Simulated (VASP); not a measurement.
The input files of a VASP run:

**POSCAR**
```
Mg3ZnO4
1.0
  2.9418179352  -4.1621816705   0.0000000000
  2.9418179352   4.1621816705   0.0000000000
  0.0000000000   0.0000000000   2.9478329267
Mg Zn O
3 1 4
Cart
  2.9418179352   0.0000000000   0.0000000000
  1.4709089676   2.0810908352   1.4739164633
  1.4709089676  -2.0810908352   1.4739164633
  0.0000000000   0.0000000000   0.0000000000
  2.9418179352   2.0578144636   0.0000000000
  2.9418179352  -2.0578144636   0.0000000000
  4.3826516672  -0.0000000000   1.4739164633
  1.5009842032  -0.0000000000   1.4739164633
```

KPOINTS:
```
Automatic mesh
0
Gamma
4 4 7
0 0 0
```

### INCAR
```
SYSTEM  =  Mg3ZnO4
PREC  =  Accurate; ENCUT  =  520; LREAL  =  F
LASPH  =  T
EDIFF  =  1E-6; NELM  =  100; ALGO  =  Normal
LMAXMIX  =  4
ISMEAR  =  0; SIGMA  =  0.05
IBRION  =  2; NSW  =  60; ISIF  =  3
EDIFFG  =  -0.02
LWAVE  =  F; LCHARG  =  F
```

POTCAR, in this order: Mg Zn O (LDA.64 set). Program: vasp_std.

Question: Translate this LDA calculation to Ansatz.

Answer: One equivalent input (not run):
Ansatz 0.2 input:
```yaml
crystal:
  lattice:
    - [2.9418179, -4.1621817, 0.0000000]
    - [2.9418179, 4.1621817, 0.0000000]
    - [0.0000000, 0.0000000, 2.9478329]
  atoms:
    - { symbol: Mg, position: [0.5000000, 0.5000000, 0.0000000] }
    - { symbol: Mg, position: [0.0000000, 0.5000000, 0.5000000] }
    - { symbol: Mg, position: [0.5000000, 0.0000000, 0.5000000] }
    - { symbol: Zn, position: [0.0000000, 0.0000000, 0.0000000] }
    - { symbol: O, position: [0.2527962, 0.7472038, 0.0000000] }
    - { symbol: O, position: [0.7472038, 0.2527962, 0.0000000] }
    - { symbol: O, position: [0.7448883, 0.7448883, 0.5000000] }
    - { symbol: O, position: [0.2551117, 0.2551117, 0.5000000] }
kpoints:
  mp_grid: { grid: [4, 4, 7] }
hamiltonian:
  xc: lda
  pseudopotentials: { kind: paw }
scf:
  occupations: { method: gaussian, width: 0.05 }
  max_iter: 100
relax:
  max_steps: 60
  f_tol: 0.02
  cell: {}
output: { forces: true, stress: true, eigenvalues: true }
```
What does not carry over: each code has its own PAW files, so the cut-off isn't converted (ENCUT is set for VASP's; basis.ecutwfc is left out, and Ansatz then takes the one that its files recommend); Ansatz stops its SCF on the density residual and VASP on the energy change (EDIFF); Ansatz's lda is the Perdew-Wang form, while the LDA potentials of VASP carry Perdew-Zunger's.

The structure comes from a computed database's Mg3ZnO4 entry (Cmmm); how it stands against other phases isn't given here. It was relaxed first, which changed the volume by -8 %. The start is the result of an earlier pass.
